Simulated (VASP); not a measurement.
A cell of Ni (fcc) near equilibrium:

```xyz
1
Lattice="0.0000 1.7288 1.7288 1.7288 0.0000 1.7288 1.7288 1.7288 0.0000" Properties=species:S:1:pos:R:3 pbc="T T T"
Ni     0.0000     0.0000     0.0000
```
Starting moments (μB, in the order of the record's atoms Ni): 0.6.

Method: PBEsol GGA, VASP's PBE PAW potentials (set 64) (plane waves; VASP).

```tsv
run	ΔE (meV/atom)	σxx	σyy	σzz	largest shear component, with its sign (GPa)	largest force (eV/Å)	moment (μB)
as it is	0.0	0.62	0.62	0.62	0.00	0.000	0.59
after one change	1.3	2.52	3.25	3.25	0.00	0.000	0.58
```
Stress is in GPa, positive when the cell is compressed.

### Question
Name the change that produced these shifts.
A) biaxial strain of -4.0 % in the xz plane
B) isotropic strain of -1.5 %
C) biaxial strain of -0.5 % in the yz plane
D) isotropic strain of -4.0 %

### Answer
C, biaxial strain of -0.5 % in the yz plane

The compound is Ni in the fcc structure. The spin order is the one that the start imposed; others were not tried in this run.
